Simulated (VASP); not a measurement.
A run of VASP 6.6.1:

The input INCAR:

```
PREC     = Accurate       # precision mode
ENCUT    = 600            # plane-wave cutoff, eV
EDIFF    = 1E-7           # SCF threshold, eV
ISMEAR   = 0              # smearing method
SIGMA    = 0.1            # smearing width, eV
LREAL    = False          # projectors in reciprocal space
LASPH    = True           # aspherical terms in the spheres
NELM     = 100            # most SCF steps
ALGO     = Normal         # electronic algorithm
ISIF     = 3              # what is computed and relaxed
LWAVE    = False          # write WAVECAR
LCHARG   = False          # write CHGCAR
GGA      = PE             # functional
IBRION   = 2              # ionic algorithm
NSW      = 90             # ionic steps
EDIFFG   = -0.04          # ionic threshold
```

File KPOINTS:

```
Automatic mesh
0
Gamma
  4 4 4
```

File POSCAR:

```
Ca3ZrBC3
1.0
    5.2007553300      0.0000000000      0.0000000000
    0.0000000000      5.2007553300      0.0000000000
    0.0000000000      0.0000000000      5.2007553300
Ca Zr B C
3 1 1 3
Direct
    0.5000000000      0.0000000000      0.0000000000
    0.0000000000      0.5000000000      0.0000000000
    0.0000000000      0.0000000000      0.5000000000
    0.5000000000      0.5000000000      0.5000000000
    0.0000000000      0.0000000000      0.0000000000
    0.0000000000      0.5000000000      0.5000000000
    0.5000000000      0.0000000000      0.5000000000
    0.5000000000      0.5000000000      0.0000000000
```

Potentials or basis: VASP PAW PBE potentials, release 64 (Ca_sv, Zr_sv, B, C).

Run with:

```console
$ cat potpaw_PBE.64/Ca_sv/POTCAR potpaw_PBE.64/Zr_sv/POTCAR potpaw_PBE.64/B/POTCAR potpaw_PBE.64/C/POTCAR > POTCAR
$ mpirun -np 1 vasp_std > vasp.out
```

Hardware: 1 thread of Intel(R) Xeon(R) Platinum 8488C (Sapphire Rapids), on a shared host.

Task: How long does it take, and how much memory?

Result: It took 2.7 min on 1 thread of Intel(R) Xeon(R) Platinum 8488C (Sapphire Rapids), with other jobs on the host, peak memory 0.31 GiB. Counts: scf iterations 47, k points 10, ion steps 3.
